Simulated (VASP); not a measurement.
Input:

```
Sb2Se3
1.0
   12.64887     0.00000     0.00000
    0.00000     4.09440     0.00000
    0.00000     0.00000    11.98539
Sb Se
8 12
Direct
  0.14032   0.75000   0.03809
  0.85968   0.25000   0.96191
  0.35968   0.25000   0.53809
  0.64032   0.75000   0.46191
  0.03381   0.25000   0.32959
  0.96619   0.75000   0.67041
  0.46619   0.75000   0.82959
  0.53381   0.25000   0.17041
  0.94835   0.75000   0.12753
  0.05165   0.25000   0.87247
  0.55165   0.25000   0.62753
  0.44835   0.75000   0.37247
  0.20533   0.25000   0.19210
  0.79467   0.75000   0.80790
  0.29467   0.75000   0.69210
  0.70533   0.25000   0.30790
  0.62735   0.75000   0.05410
  0.37265   0.25000   0.94590
  0.87265   0.25000   0.55410
  0.12735   0.75000   0.44590
```

The numbers are results of PBE GGA, VASP's PBE PAW potentials (set 64) (plane waves; VASP), not measurements. Numerical set-up: LREAL = Auto, 300 eV cut-off, 1×3×1 Γ-centred mesh, Gaussian smearing of 0.010 eV, potentials Sb Se.

### Question
Which forces act on the atoms, in eV/Å?

### Answer

| atom | Fx | Fy | Fz |
|---|---|---|---|
| Sb1 | -0.248 | 0.000 | 0.277 |
| Sb2 | 0.248 | 0.000 | -0.277 |
| Sb3 | 0.248 | 0.000 | 0.277 |
| Sb4 | -0.248 | 0.000 | -0.277 |
| Sb5 | 0.424 | 0.000 | 0.077 |
| Sb6 | -0.424 | 0.000 | -0.077 |
| Sb7 | -0.424 | 0.000 | 0.077 |
| Sb8 | 0.424 | 0.000 | -0.077 |
| Se9 | 0.145 | 0.000 | -0.093 |
| Se10 | -0.145 | 0.000 | 0.093 |
| Se11 | -0.145 | 0.000 | -0.093 |
| Se12 | 0.145 | 0.000 | 0.093 |
| Se13 | -0.304 | 0.000 | -0.226 |
| Se14 | 0.304 | 0.000 | 0.226 |
| Se15 | 0.304 | 0.000 | -0.226 |
| Se16 | -0.304 | 0.000 | 0.226 |
| Se17 | -0.148 | 0.000 | 0.167 |
| Se18 | 0.148 | 0.000 | -0.167 |
| Se19 | 0.148 | 0.000 | 0.167 |
| Se20 | -0.148 | 0.000 | -0.167 |

### Question
Give the stress tensor in GPa (positive for a compressed cell).

### Answer

```
-1.83   0.00   0.00
 0.00  -1.82   0.00
 0.00   0.00  -2.96
```
The pressure is its mean diagonal, -2.20 GPa.

The structure comes from a computed database's Sb2Se3 entry; how it stands against other phases isn't given here. The cell was not relaxed at this level. The k-mesh is coarse (spacing up to 0.52 per Å, 2π included), so the numbers may not be converged in it.
